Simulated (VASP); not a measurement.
Input of a VASP 6.6.1 run:

POSCAR

```
AlFeO5
1.0
    0.0458320000      0.0538710000      3.2700710000
    3.5195070000     -2.7415880000      1.6359240000
    3.5357840000      2.8159720000     -1.5402140000
Fe Al O
1 1 5
Direct
    0.9373790000      0.9704710000      0.9542720000
    0.9513650000      0.5169450000      0.4925470000
    0.0001010000      0.7401910000      0.7448650000
    0.0556370000      0.2504480000      0.2883260000
    0.4849430000      0.5002930000      0.5116080000
    0.6780570000      0.7965620000      0.1946830000
    0.3493750000      0.2050700000      0.8236700000
```

Contents of INCAR.step1:

```
PREC = Accurate
ENCUT = 520
ISMEAR = -5
SIGMA = 0.1
LREAL = F
LASPH = T
NELM = 100
LMAXMIX = 4
GGA = PE
ALGO = Normal
EDIFF = 1E-4
LWAVE = T
LCHARG = F
```

INCAR.step2

```
PREC = Accurate
ENCUT = 520
EDIFF = 1E-6
ISMEAR = -1
SIGMA = 0.1
LREAL = F
LASPH = T
NELM = 100
ALGO = Normal
ISIF = 2
LWAVE = F
LCHARG = F
LMAXMIX = 4
METAGGA = R2SCAN
LMIXTAU = T
LORBIT = 11
ISTART = 1
```

Contents of KPOINTS:

```
Automatic mesh
0
Gamma
  6 4 4
  0 0 0.5
```

Potentials or basis: VASP PAW PBE potentials, release 64 (Fe, Al, O).

Launch:

```console
$ cat potpaw_PBE.64/Fe/POTCAR potpaw_PBE.64/Al/POTCAR potpaw_PBE.64/O/POTCAR > POTCAR
$ cp INCAR.step1 INCAR
$ mpirun -np 1 vasp_std > vasp.out
$ cp INCAR.step2 INCAR
$ mpirun -np 1 vasp_std > vasp.out
```

(1) Predict the band gap on the k mesh.

(2) Estimate the pressure.

Answers

(1) none (metal or under the smearing width).

(2) 34.7 GPa.

Caveat: the k mesh is coarse (spacing up to 0.37 Å⁻¹), so the values aren't converged; a pressure of tens of GPa on the cell as given is suspect, and the run, the potentials or the cell itself is likely at fault; the PAW data sets were made with another functional, which shifts forces and pressure a little; an odd number of electrons without spin polarisation forces a metal; a magnetic or distorted state may lie lower; the run has no spin polarisation, though such a crystal can be magnetic; semilocal functionals often make such compounds metallic where correlation or magnetic order opens a gap, which also shifts bond lengths.
